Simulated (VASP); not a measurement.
Calculation: TPSS meta-GGA, VASP's PBE PAW potentials (set 64) (plane waves; VASP).

The input files of a VASP run:

### KPOINTS
```
Regular mesh
0
Gamma
5 5 7
0 0 0
```

INCAR:
```
# general
SYSTEM  = SiO2
PREC    = Accurate
ENCUT   = 520
LREAL   = .FALSE.
LASPH   = .TRUE.

# electronic loop
EDIFF   = 1E-6
NELM    = 100
ALGO    = Normal
LMIXTAU = .TRUE.

# smearing
ISMEAR  = 0
SIGMA   = 0.05

# functional
METAGGA = TPSS

# ions
IBRION  = 2
NSW     = 60
ISIF    = 3
EDIFFG  = -0.02

# output
LWAVE   = .FALSE.
LCHARG  = .FALSE.
```

File POSCAR:
```
SiO2
1
    4.1938818509     0.0000000000     0.0000000000
   -0.0000000000     4.1938818509     0.0000000000
    0.0000000000     0.0000000000     2.6825246477
Si O
2 4
Direct
  0.0000000000   0.0000000000   0.0000000000
  0.5000000000   0.5000000000   0.5000000000
  0.3057128375   0.3057128375   0.0000000000
  0.8057128375   0.1942871625   0.5000000000
  0.1942871625   0.8057128375   0.5000000000
  0.6942871625   0.6942871625   0.0000000000
```

POTCAR, in this order: Si O (PBE.64 set). Program: vasp_std.

Output of the run:

### OSZICAR
```
       N       E                     dE             d eps       ncg     rms          rms(c)
DAV:   1     0.256067172194E+03    0.25607E+03   -0.17918E+04   976   0.162E+03
DAV:   2    -0.127544759151E+00   -0.25619E+03   -0.24480E+03  1476   0.473E+02
DAV:   3    -0.109638630431E+02   -0.10836E+02   -0.10777E+02  1152   0.921E+01
DAV:   4    -0.111299134719E+02   -0.16605E+00   -0.16546E+00  1240   0.145E+01
DAV:   5    -0.111327558633E+02   -0.28424E-02   -0.28396E-02  1132   0.148E+00    0.203E+01
DAV:   6    -0.690545770668E+02   -0.57922E+02   -0.27527E+02  1060   0.199E+02    0.183E+01
DAV:   7    -0.670756614334E+02    0.19789E+01   -0.36372E+00  1092   0.207E+01    0.141E+01
DAV:   8    -0.659890854767E+02    0.10866E+01   -0.48080E+01  1072   0.481E+01    0.854E+00
DAV:   9    -0.648082292206E+02    0.11809E+01   -0.43997E+00  1072   0.171E+01    0.304E+00
DAV:  10    -0.649260136049E+02   -0.11778E+00   -0.87682E-01  1068   0.717E+00    0.106E+00
DAV:  11    -0.646771474177E+02    0.24887E+00   -0.14587E-01  1036   0.435E+00    0.437E-01
DAV:  12    -0.649071269722E+02   -0.22998E+00   -0.15242E-01   984   0.448E+00    0.153E-01
DAV:  13    -0.649374231068E+02   -0.30296E-01   -0.77938E-03  1092   0.106E+00    0.509E-02
DAV:  14    -0.649374709988E+02   -0.47892E-04   -0.19327E-04  1120   0.161E-01    0.274E-02
DAV:  15    -0.649375519963E+02   -0.80998E-04   -0.11663E-04  1080   0.118E-01    0.156E-02
DAV:  16    -0.649375811398E+02   -0.29143E-04   -0.22532E-05  1088   0.594E-02    0.592E-03
DAV:  17    -0.649375908000E+02   -0.96602E-05   -0.11042E-05  1080   0.342E-02    0.373E-03
DAV:  18    -0.649375929362E+02   -0.21362E-05   -0.13526E-06   684   0.151E-02    0.254E-03
DAV:  19    -0.649375934105E+02   -0.47430E-06   -0.20963E-07   572   0.400E-03
   1 F= -.64937593E+02 E0= -.64937593E+02  d E =-.649376E+02
       N       E                     dE             d eps       ncg     rms          rms(c)
DAV:   1    -0.649555073197E+02   -0.17914E-01   -0.63791E-01  1084   0.716E+00    0.128E+00
DAV:   2    -0.649358438066E+02    0.19664E-01   -0.87237E-02  1068   0.226E+00    0.277E-01
DAV:   3    -0.649365904405E+02   -0.74663E-03   -0.39433E-03  1060   0.541E-01    0.141E-01
DAV:   4    -0.649359596492E+02    0.63079E-03   -0.66605E-04  1060   0.323E-01    0.318E-02
DAV:   5    -0.649362790512E+02   -0.31940E-03   -0.52624E-04  1004   0.281E-01    0.201E-02
DAV:   6    -0.649365650520E+02   -0.28600E-03   -0.90142E-05  1024   0.111E-01    0.153E-02
DAV:   7    -0.649365480150E+02    0.17037E-04   -0.70464E-06  1108   0.290E-02    0.362E-03
DAV:   8    -0.649365614692E+02   -0.13454E-04   -0.43155E-06   964   0.252E-02    0.361E-03
DAV:   9    -0.649365612326E+02    0.23667E-06   -0.37050E-07   564   0.560E-03
   2 F= -.64936561E+02 E0= -.64936561E+02  d E =0.103218E-02
       N       E                     dE             d eps       ncg     rms          rms(c)
DAV:   1    -0.649452447371E+02   -0.86833E-02   -0.20409E-01  1084   0.407E+00    0.727E-01
DAV:   2    -0.649388836792E+02    0.63611E-02   -0.27875E-02  1068   0.128E+00    0.157E-01
DAV:   3    -0.649391519818E+02   -0.26830E-03   -0.12734E-03  1060   0.308E-01    0.778E-02
DAV:   4    -0.649389656129E+02    0.18637E-03   -0.21835E-04  1060   0.186E-01    0.160E-02
DAV:   5    -0.649391002227E+02   -0.13461E-03   -0.16853E-04  1004   0.160E-01    0.114E-02
DAV:   6    -0.649391876659E+02   -0.87443E-04   -0.27361E-05  1032   0.616E-02    0.878E-03
DAV:   7    -0.649391847359E+02    0.29299E-05   -0.19567E-06   712   0.162E-02    0.178E-03
DAV:   8    -0.649391898192E+02   -0.50832E-05   -0.16083E-06   620   0.141E-02    0.192E-03
DAV:   9    -0.649391899101E+02   -0.90919E-07   -0.70407E-08   528   0.256E-03
   3 F= -.64939190E+02 E0= -.64939190E+02  d E =-.159650E-02
       N       E                     dE             d eps       ncg     rms          rms(c)
DAV:   1    -0.649391912248E+02   -0.14056E-05   -0.46360E-05  1084   0.616E-02    0.109E-02
DAV:   2    -0.649391900102E+02    0.12146E-05   -0.61308E-06   988   0.191E-02    0.245E-03
DAV:   3    -0.649391898488E+02    0.16139E-06   -0.30285E-07   516   0.498E-03
   4 F= -.64939190E+02 E0= -.64939190E+02  d E =-.159644E-02
       N       E                     dE             d eps       ncg     rms          rms(c)
DAV:   1    -0.649389137885E+02    0.27622E-03   -0.59521E-02   984   0.212E+00    0.589E-02
DAV:   2    -0.649392179998E+02   -0.30421E-03   -0.17180E-03  1124   0.350E-01    0.294E-02
DAV:   3    -0.649392592051E+02   -0.41205E-04   -0.47584E-05  1056   0.662E-02    0.164E-02
DAV:   4    -0.649392347332E+02    0.24472E-04   -0.13143E-05  1224   0.486E-02    0.292E-03
DAV:   5    -0.649392473631E+02   -0.12630E-04   -0.18337E-05   996   0.466E-02    0.279E-03
DAV:   6    -0.649392536704E+02   -0.63073E-05   -0.12051E-06   548   0.113E-02    0.159E-03
DAV:   7    -0.649392543850E+02   -0.71466E-06   -0.66266E-07   536   0.911E-03
   5 F= -.64939254E+02 E0= -.64939254E+02  d E =-.645362E-04
```

### OUTCAR
```
------------------------ aborting loop because EDIFF is reached ----------------------------------------
  FORCE on cell =-STRESS in cart. coord.  units (eV):
  Direction    XX          YY          ZZ          XY          YZ          ZX
  --------------------------------------------------------------------------------------
  Total        0.0310205      0.0310205     -0.0463705      0.0000000      0.0000000      0.0000000
  in kB        1.0472171      1.0472171     -1.5654139      0.0000000      0.0000000      0.0000000
  external PRESSURE =       0.1763401 kB  Pullay stress =       0.0000000 kB
  volume of cell :       47.46
      direct lattice vectors                 reciprocal lattice vectors
     4.200317705  0.000000000  0.000000000     0.238077229  0.000000000  0.000000000
    -0.000000000  4.200317705  0.000000000    -0.000000000  0.238077229  0.000000000
     0.000000000  0.000000000  2.690040074     0.000000000  0.000000000  0.371741674
 POSITION                                       TOTAL-FORCE (eV/Angst)
 -----------------------------------------------------------------------------------
      0.00000      0.00000      2.69004        -0.000000     -0.000000      0.000000
      2.10016      2.10016      1.34502        -0.000000     -0.000000      0.000000
      1.28557      1.28557      2.69004        -0.012659     -0.012659     -0.000000
      3.38573      0.81459      1.34502        -0.012659      0.012659      0.000000
      0.81459      3.38573      1.34502         0.012659     -0.012659      0.000000
      2.91474      2.91474      0.00000         0.012659      0.012659      0.000000
 -----------------------------------------------------------------------------------
    total drift:                                0.000000      0.000000      0.000000
  FREE ENERGIE OF THE ION-ELECTRON SYSTEM (eV)
  ---------------------------------------------------
  free  energy   TOTEN  =       -64.9392543850 eV

  energy  without entropy=      -64.9392543850  energy(sigma->0) =      -64.93925439

 reached required accuracy - stopping structural energy minimisation
```
(Selected blocks of OUTCAR.)

**CONTCAR**
```
SiO2
   1.00000000000000
     4.2003177053600211    0.0000000000000000    0.0000000000000000
    -0.0000000000000000    4.2003177053600211    0.0000000000000000
     0.0000000000000000    0.0000000000000000    2.6900400741052102
  Si              O
     2     4
Direct
     0.0000000000000000    0.0000000000000000    1.0000000000000000
     0.5000000000000000    0.5000000000000000    0.5000000000000000
     0.3060657014645510    0.3060657014645510    1.0000000000000000
     0.8060657014645510    0.1939342985354490    0.5000000000000000
     0.1939342985354490    0.8060657014645510    0.5000000000000000
     0.6939342985354490    0.6939342985354490    0.0000000000000000
```

The compound is SiO2 in the rutile structure, stishovite, a high-pressure form. This run relaxes it. Symmetry was kept, so distortions that lower it aren't found. The start is the result of an earlier pass.
